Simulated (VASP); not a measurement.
Crystal: ZnRe2.

```
CELL_PARAMETERS angstrom
0.00000 2.89556 2.89556
2.89556 0.00000 2.89556
2.89556 2.89556 0.00000
ATOMIC_POSITIONS crystal
Zn 0.00000 0.00000 0.00000
Re 0.75000 0.75000 0.75000
Re 0.25000 0.25000 0.25000
```

The cell was built by a generator and needn't be a form met in nature.

Base run:

* Program: VASP 6.6.1
* Functional: AM05
* Potentials or basis: VASP PAW PBE potentials, release 64 (Zn, Re)
* Cutoff: 520 eV
* k mesh: 8 × 8 × 8
* Occupations: fermi-dirac, width 0.05 eV
* Spin: no spin polarisation

Its results: pressure -8.4 GPa.

**Question.** The run is repeated on the same cell with these changes: functional from AM05 to RPBE. What comes out?

**Answer.** Pressure 3.8 GPa.

RPBE binds less tightly than AM05, so the same cell stands under more pressure.

Caveats: the PAW data sets were made with another functional, which shifts forces and pressure a little.
